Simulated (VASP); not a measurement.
VASP input:

INCAR:
```
SYSTEM = BaTiO3
PREC = Accurate
ENCUT = 520
EDIFF = 1E-7
NELM = 100
ALGO = Normal
LREAL = .FALSE.
LASPH = .TRUE.
ISMEAR = 0
SIGMA = 0.05
GGA = PE
LMAXMIX = 4
LWAVE = .FALSE.
LCHARG = .FALSE.
ISIF = 2
```

File POSCAR:
```
BaTiO3
1
    4.0337536518     0.0000000000     0.0000000000
    0.0000000000     4.0337536518     0.0000000000
    0.0000000000     0.0000000000     4.0337536518
Ba Ti O
1 1 3
Direct
  0.0000000000   0.0000000000   0.0000000000
  0.5000000000   0.5000000000   0.5000000000
  0.5000000000   0.0000000000   0.5000000000
  0.0000000000   0.5000000000   0.5000000000
  0.5000000000   0.5000000000   0.0000000000
```

File KPOINTS:
```
Automatic mesh
0
Gamma
6 6 6
0 0 0
```

POTCAR, in this order: Ba_sv Ti_sv O (PBE.64 set). Program: vasp_std.

Q: Write an equivalent input for Quantum ESPRESSO's pw.x.

A: One equivalent input (not run):
```
&CONTROL
  calculation = 'scf'
  pseudo_dir = './pseudo'
  outdir = './out'
  tprnfor = .true.
  tstress = .true.
/
&SYSTEM
  ibrav = 0
  nat = 5
  ntyp = 3
  ecutwfc = 84
  occupations = 'smearing'
  smearing = 'gaussian'
  degauss = 0.003675
  input_dft = 'pbe'
/
&ELECTRONS
  conv_thr = 7.3e-09
  electron_maxstep = 100
/
ATOMIC_SPECIES
  Ba 137.327 Ba.upf
  Ti 47.867 Ti.upf
  O 15.999 O.upf
CELL_PARAMETERS angstrom
     4.0337537    0.0000000    0.0000000
     0.0000000    4.0337537    0.0000000
     0.0000000    0.0000000    4.0337537
ATOMIC_POSITIONS crystal
  Ba   0.0000000  0.0000000  0.0000000
  Ti   0.5000000  0.5000000  0.5000000
  O    0.5000000  0.0000000  0.5000000
  O    0.0000000  0.5000000  0.5000000
  O    0.5000000  0.5000000  0.0000000
K_POINTS automatic
  6 6 6 0 0 0
```
Limits of the translation: the potentials are each code's own (VASP's PAW set, PseudoDojo norm-conserving files in pw.x), so ENCUT and ecutwfc are chosen apart and not converted; conv_thr bounds pw.x's estimated SCF error, while EDIFF bounds the energy change between steps.

The compound is BaTiO3 in the cubic perovskite structure, the ideal cubic form; the compound distorts at low or room temperature. It was relaxed first.
